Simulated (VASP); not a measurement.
An input for Ansatz (written as the equivalent of a VASP run, and not itself run):

Ansatz 0.2 input:
```yaml
crystal:
  lattice:
    - [0.0000000, 2.4027854, 2.4027854]
    - [2.4027854, 0.0000000, 2.4027854]
    - [2.4027854, 2.4027854, 0.0000000]
  atoms:
    - { symbol: Na, position: [1.0000000, 0.0000000, 1.0000000] }
    - { symbol: H, position: [0.5000000, 0.5000000, 0.5000000] }
kpoints:
  mp_grid: { grid: [10, 10, 10] }
hamiltonian:
  xc: pbe
  pseudopotentials: { kind: paw }
scf:
  occupations: { method: gaussian, width: 0.05 }
  max_iter: 100
output: { forces: true, stress: true, eigenvalues: true }
```

**Question.** Write the VASP files for the same calculation (PBE).

**Answer.** One answer among several that fit: 
### INCAR
```
SYSTEM  =  NaH
PREC  =  Accurate; ENCUT  =  480; LREAL  =  .False.
LASPH  =  .True.
EDIFF  =  1E-7; NELM  =  100; ALGO  =  Normal
ISMEAR  =  0; SIGMA  =  0.05
GGA  =  PE
ISIF  =  2
LWAVE  =  .False.; LCHARG  =  .False.
```

File POSCAR:
```
NaH
1.0
  0.0000000000   2.4027853957   2.4027853957
  2.4027853957   0.0000000000   2.4027853957
  2.4027853957   2.4027853957   0.0000000000
Na H
1 1
Cart
  2.4027853957   4.8055707914   2.4027853957
  2.4027853957   2.4027853957   2.4027853957
```

File KPOINTS:
```
Automatic
0
G
10 10 10
0 0 0
```

POTCAR, in this order: Na_pv H (PBE.64 set). Program: vasp_std.

The two are equivalent in intent, not identical: each code has its own PAW files, so the cut-off isn't converted (ENCUT is set for VASP's; basis.ecutwfc is left out, and Ansatz then takes the one that its files recommend); Ansatz stops its SCF on the density residual and VASP on the energy change (EDIFF).

The compound is NaH in the rock salt structure. It was relaxed first.
